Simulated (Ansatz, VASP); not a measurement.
Ga3Sb2P in VASP and in Ansatz

```
P Ga Sb
1.0
    -2.08850    6.25817    2.94632
     2.08850   -6.25817    2.94632
     2.08850    6.25817   -2.94632
P Ga Sb
1 3 2
Cartesian
  0.0000 0.0000 0.0077
  2.0885 0.0000 1.2852
  2.0885 4.3400 1.5703
  0.0000 1.9182 4.5166
  0.0000 4.1916 -0.0070
  0.0000 8.3247 -0.0070
```

Alike in both runs: task single point; functional PBE; k mesh 6 × 6 × 6; occupations tetrahedron; no spin polarisation.

|  | VASP | Ansatz |
| --- | --- | --- |
| version | VASP 6.6.1 | Ansatz 0.2.0 |
| potentials or method | VASP PAW PBE potentials, release 64 (P, Ga_d, Sb) | plane waves |
| plane-wave cutoff (eV) | 520 | 420 |
| valence electrons in the cell | 54 | 74 |

|  | VASP | Ansatz | Ansatz less VASP |
| --- | --- | --- | --- |
| gap on the k mesh at the Fermi level (eV) | 0.13 | 0.13 | +0.003 |
| pressure (GPa) | 2.1 | 2.1 | -0.07 |
| rms of the force components (eV/Å) | 0.024 | 0.022 | -0.0024 |

The two sets of potentials don't hold the same shells in valence. Ansatz warned: «band_table_not_solved_further».

Caveats: spin-orbit coupling is left out, which moves the levels of the heavy elements. PBE gaps usually lie below the measured ones, often by a third to a half. A k mesh can miss the band edges.
